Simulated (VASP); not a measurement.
Crystal: Ta.

```
Ta
1.0
    -1.65150    1.65150    1.65150
     1.65150   -1.65150    1.65150
     1.65150    1.65150   -1.65150
Ta
1
Direct
  0.00000 0.00000 0.00000
```

| Item | Value |
| --- | --- |
| Program | VASP 6.6.1 |
| Task | relaxation of cell and atoms |
| Functional | PBEsol |
| Potentials or basis | VASP PAW PBE potentials, release 64 (Ta_pv) |
| Cutoff | 600 eV |
| k mesh | 23 × 23 × 23 |
| Occupations | fermi-dirac, width 0.05 eV |
| Spin | no spin polarisation |

At the start: pressure -3.7 GPa; volume 18.02 Å³/atom.

Q: Where does the relaxation end?

A: Over 4 steps the energy falls by 3.8 meV/atom and the volume is 17.69 Å³/atom (-1.8 %); space group Im-3m (No. 229, to 0.05 Å).

The path:
| step | energy change (eV) | largest force (eV/Å) | pressure (GPa) | volume (Å³) |
| --- | --- | --- | --- | --- |
| 1 | 0.0000 | 0.0000 | -3.69 | 18.02 |
| 2 | 0.0179 | 0.0000 | 9.74 | 16.96 |
| 3 | -0.0038 | 0.0000 | -0.06 | 17.70 |
| 4 | -0.0038 | 0.0000 | 0.02 | 17.69 |

Final structure:
```yaml
crystal:
  lattice:
    - [-1.64153, 1.64153, 1.64153]
    - [1.64153, -1.64153, 1.64153]
    - [1.64153, 1.64153, -1.64153]
  atoms:
    - { symbol: Ta, position: [0.00000, 0.00000, 0.00000] }
```

Caveat: the PAW data sets were made with another functional, which shifts forces and pressure a little.
